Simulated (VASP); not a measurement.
A convergence study with VASP on TiS2: one setting is varied, all else stays as given below, so the limit is that of these other settings.

```xyz
6
Lattice="3.3929 0.0000 0.0000 -1.6965 2.9384 0.0000 0.0000 0.0000 22.5073" Properties=species:S:1:pos:R:3 pbc="T T T"
Ti     0.0000     0.0000     8.4179
Ti     0.0000     0.0000    14.0894
S      0.0000     1.9589     9.8358
S      1.6965     0.9795     7.0000
S      0.0000     1.9589    15.5073
S      1.6965     0.9795    12.6715
```

The numbers are results of PBEsol GGA, VASP's PBE PAW potentials (set 64) (plane waves; VASP), not measurements. The tightest run used: 300 eV cut-off, 29×29×1 Γ-centred mesh, Fermi-Dirac smearing of 0.10 eV, potentials Ti_sv S.

Q: The settings run are 2×2×1 mesh; 3×3×1 mesh; 4×4×1 mesh; 5×5×1 mesh; 6×6×1 mesh; 7×7×1 mesh; 8×8×1 mesh; 11×11×1 mesh; 13×13×1 mesh; 15×15×1 mesh; 18×18×1 mesh; 21×21×1 mesh; 24×24×1 mesh; 29×29×1 mesh. From which on does the energy per atom stay within 0.002 eV/atom of the tightest run?

A: From 8×8×1 mesh on: it is off by 0.0007 there and by no more than 0.002 in any finer run, while 7×7×1 mesh is off by 0.0027.
```csv
setting,E (eV/atom),irreducible k-points,difference judged (eV/atom)
2×2×1 mesh,-6.5766,2,0.4503
3×3×1 mesh,-6.9210,3,0.1059
4×4×1 mesh,-6.9858,4,0.0412
5×5×1 mesh,-7.0091,5,0.0178
6×6×1 mesh,-7.0199,7,0.0070
7×7×1 mesh,-7.0242,8,0.0027
8×8×1 mesh,-7.0262,10,0.0007
11×11×1 mesh,-7.0274,16,0.0004
13×13×1 mesh,-7.0273,21,0.0003
15×15×1 mesh,-7.0271,27,0.0002
18×18×1 mesh,-7.0270,37,0.0001
21×21×1 mesh,-7.0270,48,0.0000
24×24×1 mesh,-7.0269,61,0.0000
29×29×1 mesh,-7.0269,85,0.0000
```

VASP warned of too few bands at 3×3×1 mesh.

Left out are rungs that failed or repeat a setting and relaxations that didn't move; long series are thinned to 24 rows.

The cell is a sheet or thin cut with vacuum, built from a generated structure.
